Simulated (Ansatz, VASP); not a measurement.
# Ti2CO2 (Ti2CO2 MXene monolayer): VASP beside Ansatz

Aim: how closely do two programs agree when they are given the same cell, functional and k mesh? The cell is taken from a series of runs on this material, whose earlier steps may have relaxed, scaled, displaced or heated it; both programs get it as it stands.

Calculated with Ansatz 0.2.0; plane waves, with VASP 6.6.1 beside it; single point at PBE with D3(BJ).

**1. The structure**

The cell holds 5 atoms: 2 O, 2 Ti and 1 C. Its edges and angles: a = 3.010 Å, b = 3.010 Å, c = 22.432 Å, α = 90.0°, β = 90.0°, γ = 120.0°. Vacuum lies along c.

Coordinates:

```cif
data_structure
_symmetry_space_group_name_H-M 'P 1'
_symmetry_Int_Tables_number 1
_cell_length_a 3.0098
_cell_length_b 3.0098
_cell_length_c 22.4323
_cell_angle_alpha 90.000
_cell_angle_beta 90.000
_cell_angle_gamma 120.000
_cell_volume 175.99
loop_
_atom_site_label
_atom_site_type_symbol
_atom_site_fract_x
_atom_site_fract_y
_atom_site_fract_z
_atom_site_occupancy
O1 O 0.33333 0.66667 0.40121 1
O2 O 0.66667 0.33333 0.59879 1
Ti3 Ti 0.66667 0.33333 0.44196 1
Ti4 Ti 0.33333 0.66667 0.55804 1
C5 C 0.00000 0.00000 0.50000 1
```

**2. Ansatz: single point, PBE with D3(BJ)**

Ansatz runs on its PAW soft_1 files.

With cell and atoms fixed, the geometry can't cause a difference; cores, projectors, grids and the points listed under the comparison can.

The input, input.yaml:

```yaml
crystal:
  lattice:
    - [3.0098224395, 0.0, 0.0]
    - [-1.5049112198, 2.6065826935, 0.0]
    - [0.0, 0.0, 22.4322786106]
  atoms:
    - { symbol: O, position: [0.3333333333, 0.6666666667, 0.4012075704] }
    - { symbol: Ti, position: [0.6666666667, 0.3333333333, 0.4419586946] }
    - { symbol: C, position: [0.0, 0.0, 0.5] }
    - { symbol: Ti, position: [0.3333333333, 0.6666666667, 0.5580413054] }
    - { symbol: O, position: [0.6666666667, 0.3333333333, 0.5987924296] }
kpoints:
  mp_grid: { grid: [18, 18, 1] }
  band_path:
    path: [[0, 0, 0], [0.5, 0, 0], [0.33333333, 0.33333333, 0], [0, 0, 0]]
    npoints: 16
hamiltonian:
  xc: pbe
  dispersion: d3bj
  pseudopotentials: { kind: paw, azcp: { folder: soft_1 } }
scf:
  occupations: { method: fermi_dirac, width: 0.02585 }
  convergence: { dr2_threshold: 1.0e-10 }
efield:
  axis: 3
  dipole_correction: true
  ramp_position: 0.97
  ramp_width: 0.06
  amplitude: 0
output:
  dos: { projected: true, e_range: [-6, 5] }
  write_potential: true
  write_density: true
  volumetric_format: npy
  elf: true
```

On the command line:

```
ansatz run input.yaml --threads 2 --pin off --max-ram 3072MiB --backend cpu --events-out ev --progress --plain --runs-dir out
```

Numbers of over 12 decimals in the logs are rounded to 6 here.

Output:

```text
Engine: ansatz 0.2.0, x86_64-unknown-linux-gnu
Pseudopotentials: kind: paw
Pseudopotential: O, paw, valence charge 6, recommended cutoff 420 eV (normal), soft_1/O.paw.azcp
Pseudopotential: Ti, paw, valence charge 12, recommended cutoff 420 eV (normal), soft_1/Ti.paw.azcp
Pseudopotential: C, paw, valence charge 4, recommended cutoff 420 eV (normal), soft_1/C.paw.azcp
Functional definition: PBE
  parameter kappa = 0.804
  parameter beta = 0.066725
  exchange = pbe_x(kappa = kappa, mu = beta*pi^2/3)
  correlation = pbe_c(beta = beta)
Crystal: 5 atoms, lattice volume = 175.989 Å³
Basis set: ecut = 420 eV, 3327 PW (Γ)
Bands: 25, of which v1, the nominal top of the filled ones, is band 20 counted from 1 (19 counted from 0)
Symmetry: 6 space group operations
k-points: 37 of 324 (time reversal used)
Non-local potential: O, projectors of the file, l = 0: 2, l = 1: 2, l = 2: 1
Non-local potential: Ti, projectors of the file, l = 0: 3, l = 1: 2, l = 2: 3, l = 3: 1
Non-local potential: C, projectors of the file, l = 0: 2, l = 1: 2, l = 2: 1
PAW form: soft (Blöchl's): semilocal exchange-correlation on the pseudo side does not see the compensation charge
PAW one-centre angular grid: O, 110 points (default); XC on 64 Gauss nodes
PAW one-centre angular grid: Ti, 590 points (default); XC on 64 Gauss nodes
PAW one-centre angular grid: C, 110 points (default); XC on 64 Gauss nodes
Initial density: superposition of atomic densities (neutral atoms: chi_scale 0, normalization atom)
Initial wavefunctions: pseudopotential atomic-orbital guess
Functional: x = pbe(κ = 0.804, μ = 0.219515), c = pbe(β = 0.066725)
SCF iter   1: F=—  HF=-6398.815367 eV  |F-HF|=—  |Δ(HF+E_count)|=         —  Δρ=1.22e-1  dr2=3.09e1  ethr=3.10e-3  p=0.000 e·Å  D=8.83e-14 V/Å  ΔV_dip=-0.00 eV  dr2_dipole=1.31e-8  V_vac-E_F(+/−)=9.75/9.75 eV  ⟨swp⟩=8.2  Hψ=4897  notcnv=0
efield: sawtooth ramp at fractional position 0.9700 (set: `efield.ramp_position`, or a place that a band, a saddle search or an elastic batch's reference lends), width 0.0600; the density the first Hamiltonian is built on has a dipole p = 0.000 e·Å; the dipole correction subtracts the counter field D = 8.83e-14 V/Å, which shifts the + side's vacuum level by -0.00 eV against the − side's; the planar-averaged density in the ramp window peaks in size at 4.6e-7 e/Å³
preconditioner: auto → none  [insulator: Δε(μ)=2.814 eV  Ē_g=11.225 eV  σ=0.026 eV  W_gap=1.00  n_scr=14 (ndim 8)  ℏωp=13.7 eV  f_vac=0.659  D(μ)=0.00/eV (n_scr^D=0)  ε∞_Penn≈2.5]
SCF iter   2: F=—  HF=-6402.522645 eV  |F-HF|=—  |Δ(HF+E_count)|=    3.71e0  Δρ=2.17e-1  dr2=9.37e1  ethr=3.10e-3  p=0.000 e·Å  D=8.22e-5 V/Å  ΔV_dip=-0.00 eV  dr2_dipole=5.41e-6  V_vac-E_F(+/−)=7.85/7.85 eV  ⟨swp⟩=6.9  Hψ=3292  notcnv=0  defer=38  recentre
preconditioner: auto → LDOS  [metal: Δε(μ)=0.046 eV  Ē_g=6.754 eV  σ=0.026 eV  W_gap=0.39  n_scr=14 (ndim 8)  ℏωp=13.7 eV  f_vac=0.676  D(μ)=2.40/eV (n_scr^D=10)  β→1.0]
SCF iter   3: F=—  HF=-6392.837963 eV  |F-HF|=—  |Δ(HF+E_count)|=    9.68e0  Δρ=5.37e-2  dr2=6.15e0  ethr=3.10e-3  p=-0.000 e·Å  D=-1.09e-5 V/Å  ΔV_dip=0.00 eV  dr2_dipole=1.67e-9  V_vac-E_F(+/−)=6.15/6.15 eV  ⟨swp⟩=4.6  Hψ=3073  notcnv=0
SCF iter   4: F=—  HF=-6391.683741 eV  |F-HF|=—  |Δ(HF+E_count)|=    1.15e0  Δρ=1.49e-2  dr2=4.55e-1  ethr=3.10e-3  p=-0.000 e·Å  D=-2.04e-4 V/Å  ΔV_dip=0.00 eV  dr2_dipole=3.87e-6  V_vac-E_F(+/−)=5.69/5.69 eV  ⟨swp⟩=3.1  Hψ=2057  notcnv=0  defer=32
SCF iter   5: F=—  HF=-6391.633610 eV  |F-HF|=—  |Δ(HF+E_count)|=   5.01e-2  Δρ=8.84e-3  dr2=2.44e-1  ethr=1.14e-3  p=0.000 e·Å  D=4.10e-4 V/Å  ΔV_dip=-0.01 eV  dr2_dipole=2.15e-5  V_vac-E_F(+/−)=5.60/5.61 eV  ⟨swp⟩=4.2  Hψ=2080  notcnv=0  defer=31
SCF iter   6: F=—  HF=-6391.599502 eV  |F-HF|=—  |Δ(HF+E_count)|=   3.41e-2  Δρ=2.90e-3  dr2=2.42e-2  ethr=6.10e-4  p=-0.000 e·Å  D=-4.05e-5 V/Å  ΔV_dip=0.00 eV  dr2_dipole=2.42e-7  V_vac-E_F(+/−)=5.80/5.80 eV  ⟨swp⟩=3.7  Hψ=1580  notcnv=0  defer=9
SCF iter   7: F=—  HF=-6391.595881 eV  |F-HF|=—  |Δ(HF+E_count)|=   3.62e-3  Δρ=1.30e-3  dr2=3.35e-3  ethr=6.04e-5  p=-0.000 e·Å  D=-3.44e-6 V/Å  ΔV_dip=0.00 eV  dr2_dipole=1.77e-10  V_vac-E_F(+/−)=5.70/5.70 eV  ⟨swp⟩=2.6  Hψ=1486  notcnv=0  defer=7
SCF iter   8: F=—  HF=-6391.595316 eV  |F-HF|=—  |Δ(HF+E_count)|=   5.65e-4  Δρ=1.15e-4  dr2=5.11e-5  ethr=8.39e-6  p=0.000 e·Å  D=2.05e-5 V/Å  ΔV_dip=-0.00 eV  dr2_dipole=3.48e-8  V_vac-E_F(+/−)=5.69/5.69 eV  ⟨swp⟩=2.9  Hψ=1986  notcnv=0  defer=7
SCF iter   9: F=—  HF=-6391.595309 eV  |F-HF|=—  |Δ(HF+E_count)|=   7.00e-6  Δρ=4.02e-5  dr2=3.61e-6  ethr=1.28e-7  p=-0.000 e·Å  D=-2.63e-5 V/Å  ΔV_dip=0.00 eV  dr2_dipole=4.36e-8  V_vac-E_F(+/−)=5.70/5.70 eV  ⟨swp⟩=2.8  Hψ=1531  notcnv=0  defer=7
SCF iter  10: F=—  HF=-6391.595334 eV  |F-HF|=—  |Δ(HF+E_count)|=   2.51e-5  Δρ=2.60e-5  dr2=1.54e-6  ethr=9.03e-9  p=0.000 e·Å  D=5.21e-5 V/Å  ΔV_dip=-0.00 eV  dr2_dipole=1.59e-7  V_vac-E_F(+/−)=5.70/5.70 eV  ⟨swp⟩=2.8  Hψ=1571  notcnv=0  defer=7
SCF iter  11: F=—  HF=-6391.595334 eV  |F-HF|=—  |Δ(HF+E_count)|=   2.14e-7  Δρ=3.89e-6  dr2=1.47e-8  ethr=3.84e-9  p=-0.000 e·Å  D=-1.12e-7 V/Å  ΔV_dip=0.00 eV  dr2_dipole=6.34e-11  V_vac-E_F(+/−)=5.70/5.70 eV  ⟨swp⟩=2.0  Hψ=1211  notcnv=0  defer=7
SCF iter  12: F=—  HF=-6391.595334 eV  |F-HF|=—  |Δ(HF+E_count)|=   2.27e-9  Δρ=1.36e-6  dr2=2.78e-9  ethr=3.68e-11  p=0.000 e·Å  D=1.18e-8 V/Å  ΔV_dip=-0.00 eV  dr2_dipole=1.15e-10  V_vac-E_F(+/−)=5.70/5.70 eV  ⟨swp⟩=2.6  Hψ=1786  notcnv=0  defer=7
SCF iter  13: F=—  HF=-6391.595334 eV  |F-HF|=—  |Δ(HF+E_count)|=  5.69e-10  Δρ=5.86e-7  dr2=6.48e-10  ethr=6.95e-12  p=0.000 e·Å  D=2.23e-7 V/Å  ΔV_dip=-0.00 eV  dr2_dipole=3.02e-11  V_vac-E_F(+/−)=5.70/5.70 eV  ⟨swp⟩=2.3  Hψ=1333  notcnv=0  defer=7
SCF iter  14: F=—  HF=-6391.595334 eV  |F-HF|=—  |Δ(HF+E_count)|=  8.00e-11  Δρ=2.50e-7  dr2=2.20e-10  ethr=1.62e-12  p=-0.000 e·Å  D=-3.17e-7 V/Å  ΔV_dip=0.00 eV  dr2_dipole=1.97e-11  V_vac-E_F(+/−)=5.70/5.70 eV  ⟨swp⟩=2.4  Hψ=1363  notcnv=0  defer=7
SCF iter  15: F=-6391.595334 eV  HF=-6391.595334 eV  |F-HF|=2.36e-11  |Δ(HF+E_count)|=  9.09e-13  Δρ=1.22e-7  dr2=5.71e-11  ethr=1.00e-12  p=-0.000 e·Å  D=-3.28e-8 V/Å  ΔV_dip=0.00 eV  dr2_dipole=2.69e-12  V_vac-E_F(+/−)=5.70/5.70 eV  ⟨swp⟩=5.1  Hψ=2825  notcnv=0
SCF 1 converged in 15 iterations: F = -6391.595334 eV  dr2 = 5.71e-11
  greatest PAW one-centre occupation: 0.999 electrons in one spin orbital (limit 2), on the Ti atom at site 1 (counted from 0), in its partial waves of l = 0
NSCF: frozen V_eff on 49 k-points
efield: sawtooth ramp at fractional position 0.9700 (kept from the solve that this one continues, or follows in the run), width 0.0600; the density the first Hamiltonian is built on has a dipole p = -0.000 e·Å; the dipole correction subtracts the counter field D = -3.28e-8 V/Å, which shifts the + side's vacuum level by +0.00 eV against the − side's; the planar-averaged density in the ramp window peaks in size at 1.6e-7 e/Å³
WARN: The output density's exchange-correlation potential varies sharply where the density is thin. Do not read a vacuum level from v_tot or v_xc, or from such a field of the output density. On a cell that repeats whose density bears no net charge and no dipole along the vacuum's axis use v_es (v_loc + v_h of the components); under efield.dipole_correction with no amplitude use v_es + v_field, which holds any externa [...]
SCF converged after 15 iterations
Free energy (F): -6391.595334 eV
Harris-Foulkes:  -6391.595334 eV  (|F-HF|=2.36e-11)
Internal energy: -6391.595310 eV  (E = F + TS)
E sigma→0 (E₀):  -6391.595322 eV
Entropy (-TS):   -0.000023 eV (-0.005 meV/atom)
Fermi energy:    -0.375281 eV
Dipole field:    D = 0.000002 V/Å  (p = 0.000002 e·Å, saw-weighted, corrected)
Work function:   Φ+ = 5.6974 eV   Φ− = 5.6975 eV
Levels:          The Fermi level and band energies are counted from a zero that moves with the ramp; work functions are not
--- Per-component energies (eV) ---
  E_band       = -823.558535
  E_kinetic    = 982.895509
  E_local      = -40908.488724  (includes V_loc(G=0)·N_el)
  E_nonlocal   = 244.563090
  E_hartree    = 19913.922719
  E_xc         = -424.964893
  E_vxc        = -534.895472  (∫ρ·V_xc dr)
  E_paw        = -2505.624203  (= ΣΔE_a)
  E_vpaw       = -435.480114  (= ΣTr[D̂ρ^β])
  E_aug_tail   = 0.001439  (compensation charges beyond the density's cutoff)
  E_efield     = 0.000000  (sawtooth field / dipole correction)
  E_vefield    = 0.000000  (∫n·V_field dr)
  E_ewald      = 16307.273193
  E_disp       = -1.173440  (pairwise vdW)
  E_smearing   = -0.000023  (= −TS)
  E_closure    = -0.000000  (closes the sum)
  Σ components = -6391.595334   (vs F -6391.595334, Δ=0.00e0)
--- Band table (eV; the first three rows and the last of 37) ---
  k-point 0: bands = [... 16 lower, -5.0295, -1.6540, -0.5116, -0.5116, 0.1514, 0.1514, 0.9778, 0.9778, ... 1 higher]
  k-point 1: bands = [... 16 lower, -4.9369, -1.5916, -0.9200, -0.7773, 0.3177, 0.4172, 0.8607, 0.9886, ... 1 higher]
  k-point 2: bands = [... 16 lower, -4.7389, -1.6582, -1.4785, -1.1870, 0.2980, 0.7458, 0.9748, 1.1096, ... 1 higher]
  k-point 36: bands = [... 16 lower, -4.6012, -3.6876, -3.3824, -3.3824, 0.6779, 1.1083, 1.1083, 1.9280, ... 1 higher]
```

**3. VASP: single point, PBE with D3(BJ)**

The same cell, functional, mesh and smearing now go to VASP, with its own data sets.

Lines of VASP's logs that name or quote its potential files are left out, and so is its time.

The input, INCAR:

```
SYSTEM = Ti2CO2
PREC = Accurate
ENCUT = 520
EDIFF = 1E-06
NELM = 120
ISMEAR = -1
SIGMA = 0.02585
LREAL = .FALSE.
ALGO = Normal
GGA = PE
IVDW = 12
NBANDS = 26
LASPH = .TRUE.
LORBIT = 11
LWAVE = .FALSE.
LCHARG = .FALSE.
ISIF = 2
LDIPOL = .TRUE.
IDIPOL = 3
DIPOL = 0.5 0.5 0.5
LVHAR = .TRUE.
GGA_COMPAT = .FALSE.
EFERMI = MIDGAP
NELMDL = -8
KPAR = 2
```

The input, POSCAR:

```
Ti2CO2
1.0
    3.0098224395      0.0000000000      0.0000000000
   -1.5049112198      2.6065826935      0.0000000000
    0.0000000000      0.0000000000     22.4322786106
O Ti C
2 2 1
Direct
    0.3333333333      0.6666666667      0.4012075704
    0.6666666667      0.3333333333      0.5987924296
    0.6666666667      0.3333333333      0.4419586946
    0.3333333333      0.6666666667      0.5580413054
    0.0000000000      0.0000000000      0.5000000000
```

The input, KPOINTS:

```
Automatic mesh
0
Gamma
18 18 1
0 0 0
```

PAW data sets: O, Ti_sv and C (PBE family, release 64).

On the command line:

```
mpirun -np 2 vasp_std
```

Output:

```text
[banner, memory and clock lines left out]
running    2 mpi-ranks, on    1 nodes
 distrk:  each k-point on    1 cores,    2 groups
 distr:  one band on    1 cores,    1 groups

 POSCAR found type information on POSCAR O TiC
 POSCAR found :  3 types and       5 ions
 LDA part: xc-table for (Slater+PW92), standard interpolation
 POSCAR, INCAR and KPOINTS ok, starting setup
 FFT: planning ... GRIDC
 FFT: planning ... GRID_SOFT
 FFT: planning ... GRID
 WAVECAR not read
 entering main loop
       N       E                     dE             d eps       ncg     rms          rms(c)
DAV:   1     0.482094418291E+03    0.48209E+03   -0.21041E+04  2188   0.145E+03
DAV:   2     0.214290254251E+02   -0.46067E+03   -0.45079E+03  2298   0.431E+02
DAV:   3    -0.524781702249E+02   -0.73907E+02   -0.72146E+02  2888   0.163E+02
DAV:   4    -0.589214638988E+02   -0.64433E+01   -0.64349E+01  3104   0.442E+01
DAV:   5    -0.593748881780E+02   -0.45342E+00   -0.45338E+00  2808   0.891E+00
DAV:   6    -0.593869893705E+02   -0.12101E-01   -0.12101E-01  3054   0.181E+00
DAV:   7    -0.593874808025E+02   -0.49143E-03   -0.49143E-03  2818   0.253E-01
DAV:   8    -0.593874873488E+02   -0.65463E-05   -0.65463E-05  3040   0.400E-02    0.288E+01
DAV:   9    -0.465233282520E+02    0.12864E+02   -0.12331E+02  2560   0.897E+01    0.128E+01
DAV:  10    -0.455119855249E+02    0.10113E+01   -0.32550E+01  2530   0.400E+01    0.829E+00
DAV:  11    -0.451521833188E+02    0.35980E+00   -0.59512E+00  2452   0.210E+01    0.322E+00
DAV:  12    -0.450364443455E+02    0.11574E+00   -0.84754E-01  2650   0.739E+00    0.105E+00
DAV:  13    -0.450368333001E+02   -0.38895E-03   -0.16230E-01  2540   0.352E+00    0.670E-01
DAV:  14    -0.450298431158E+02    0.69902E-02   -0.56244E-02  2578   0.190E+00    0.148E-01
[...]
DAV:  20    -0.450299204285E+02   -0.19386E-03   -0.22927E-05  1828   0.264E-02    0.533E-03
DAV:  21    -0.450299964657E+02   -0.76037E-04   -0.68944E-06  1966   0.137E-02    0.298E-03
DAV:  22    -0.450300565655E+02   -0.60100E-04   -0.76277E-06  1904   0.140E-02    0.190E-03
DAV:  23    -0.450300606156E+02   -0.40501E-05   -0.44820E-07  1106   0.510E-03    0.750E-04
DAV:  24    -0.450300674154E+02   -0.67999E-05   -0.98814E-07  1316   0.421E-03    0.114E-03
DAV:  25    -0.450300688629E+02   -0.14475E-05   -0.14981E-07  1010   0.239E-03    0.681E-04
DAV:  26    -0.450300701798E+02   -0.13169E-05   -0.17795E-07  1002   0.219E-03    0.369E-04
DAV:  27    -0.450300707882E+02   -0.60841E-06   -0.42540E-08   978   0.145E-03
   1 F= -.46203403E+02 E0= -.46203391E+02  d E =-.247389E-04
```

From OUTCAR (step 3):

```text
ion  position               nearest neighbor table
   1  0.333  0.667  0.401-   3 1.96   3 1.96   3 1.96
   2  0.667  0.333  0.599-   4 1.96   4 1.96   4 1.96
   3  0.667  0.333  0.442-   1 1.96   1 1.96   1 1.96   5 2.17   5 2.17   5 2.17
   4  0.333  0.667  0.558-   2 1.96   2 1.96   2 1.96   5 2.17   5 2.17   5 2.17
   5  0.000  0.000  0.500-   3 2.17   4 2.17   3 2.17   4 2.17   3 2.17   4 2.17

  LATTYP: Found a hexagonal cell.
 ALAT       =     3.0098224395
 C/A-ratio  =     7.4530239114

 Subroutine GETGRP returns: Found 12 space group operations
 (whereof 12 operations were pure point group operations)

The static configuration has the point symmetry D_3d.

 Found     37 irreducible k-points:

   k-points           NKPTS =     37   k-points in BZ     NKDIM =     37   number of bands    NBANDS=     26

   dimension x,y,z NGX =    24 NGY =   24 NGZ =  168
   dimension x,y,z NGXF=    48 NGYF=   48 NGZF=  336

   ENCUT  =  520.0 eV  38.22 Ry    6.18 a.u.   5.60  5.60 41.71*2*pi/ulx,y,z

   NELECT =      40.0000    total number of electrons

 k-points in reciprocal lattice and weights: Automatic mesh
   0.00000000  0.00000000  0.00000000       0.003
   0.05555556  0.00000000  0.00000000       0.019
   0.11111111  0.00000000  0.00000000       0.019
   0.16666667 -0.00000000  0.00000000       0.019
   0.22222222 -0.00000000  0.00000000       0.019
   0.27777778  0.00000000  0.00000000       0.019
   0.33333333 -0.00000000  0.00000000       0.019
   0.38888889  0.00000000  0.00000000       0.019
   0.44444444 -0.00000000  0.00000000       0.019
[...]
0.33333333  0.27777778  0.00000000       0.037
   0.33333333  0.33333333  0.00000000       0.006

 dipolmoment           0.000000      0.000000     -0.000000 electrons x Angstroem

 average (electrostatic) potential at core
       1 -77.7516       2 -77.7516       3 -83.6212       4 -83.6212       5 -55.6558

 E-fermi :  -1.7460

 k-point     1 :       0.0000    0.0000    0.0000
  band No.  band energies     occupation
    ...
     16      -6.5473      2.00000
     17      -6.3840      2.00000
     18      -3.0269      2.00000
     19      -1.8806      1.98912
     20      -1.8806      1.98912
     21      -1.2261      0.00000
     22      -1.2261      0.00000
     23      -0.4016      0.00000
     24      -0.4016      0.00000
     25      -0.3511      0.00000
    ...

 k-point     2 :       0.0556    0.0000    0.0000
  band No.  band energies     occupation
    ...
     16      -6.5317      2.00000
     17      -6.2920      2.00000
     18      -2.9635      2.00000
     19      -2.2895      2.00000
     20      -2.1470      2.00000
     21      -1.0589      0.00000
     22      -0.9591      0.00000
     23      -0.5184      0.00000
     24      -0.3909      0.00000
     25      -0.1321      0.00000
    ...

 k-point     3 :       0.1111    0.0000    0.0000
  band No.  band energies     occupation
    ...
     16      -6.4884      2.00000
     17      -6.0948      2.00000
     18      -3.0274      2.00000
     19      -2.8477      2.00000
     20      -2.5561      2.00000
     21      -1.0787      0.00000
     22      -0.6307      0.00000
     23      -0.4043      0.00000
     24      -0.2697      0.00000
     25       0.1343      0.00000
    ...

 Edisp (eV)   -1.17333

  Total       0.24106     0.24106     0.07352    -0.00000     0.00000     0.00000
  in kB       2.19454     2.19454     0.66934    -0.00000     0.00000     0.00000
  external pressure =        1.69 kB  Pullay stress =        0.00 kB

  energy-cutoff  :      520.00
  volume of cell :      175.99
      direct lattice vectors                 reciprocal lattice vectors
     3.009822440  0.000000000  0.000000000     0.332245513  0.191822036  0.000000000
    -1.504911220  2.606582694  0.000000000     0.000000000  0.383644073  0.000000000
     0.000000000  0.000000000 22.432278611     0.000000000  0.000000000  0.044578619

 POSITION                                       TOTAL-FORCE (eV/Angst)
 -----------------------------------------------------------------------------------
     -0.00000      1.73772      9.00000        -0.000000      0.000000     -0.051615
      1.50491      0.86886     13.43228         0.000000     -0.000000      0.051615
      1.50491      0.86886      9.91414         0.000000      0.000000      0.034800
     -0.00000      1.73772     12.51814        -0.000000      0.000000     -0.034800
      0.00000      0.00000     11.21614        -0.000000      0.000000      0.000000
 -----------------------------------------------------------------------------------
    total drift:                                0.000000      0.000000     -0.000000

  FREE ENERGIE OF THE ION-ELECTRON SYSTEM (eV)
  ---------------------------------------------------
  free  energy   TOTEN  =       -46.2034033527 eV

  energy  without entropy=      -46.2033786138  energy(sigma->0) =      -46.20339098

 vacuum level on the upper side and lower side of the slab         3.978         3.978

 total charge
# of ion       s       p       d       tot
------------------------------------------
    1        1.579   3.455   0.000   5.034
    2        1.579   3.455   0.000   5.034
    3        2.208   6.273   1.855  10.336
    4        2.208   6.273   1.855  10.336
    5        0.889   1.543   0.000   2.432
--------------------------------------------------
tot          8.462  20.999   3.711  33.172

[... 3 further parts left out ...]
```

**4. Side by side**

Known differences besides the potentials themselves: the cutoff is 420 eV in Ansatz and 520 eV in VASP. Total energies have different zeros and are not compared.

Compared:

| quantity | Ansatz | VASP | difference |
| --- | --- | --- | --- |
| gap on the k mesh (eV) | 0.304 | 0.301 | +0.003 |

A gap on the mesh is an upper bound, since the band edges may lie between its points. With vacuum in the cell, a pressure given here is an average over mostly empty space and none of the material.

**5. Outcome**

```yaml
difference_in_gap_on_the_k_mesh_single_point_pbe_with_d3_bj: 0.0033 eV
```

What this shows: The difference in gap on the k mesh is 0.0033 eV (single point, PBE with D3(BJ)), within the 0.08 eV picked in this series as the mark of a large difference. Such differences can come from data sets, numerical settings and the points named under the comparisons, not from the functional's error against experiment.

[Lines on the potential files, build, host, timing and source positions are cut from VASP's logs without a mark.]

[Logs are printed without paths, hosts, clocks, repeated set-up lines and the standing remarks that a program may print on its own settings, such as how far it seeks lower states.]

[Hosts, paths, dates, database ids (printed as entryN), source tags and the programs' standing remarks are cut or masked in the printed files.]
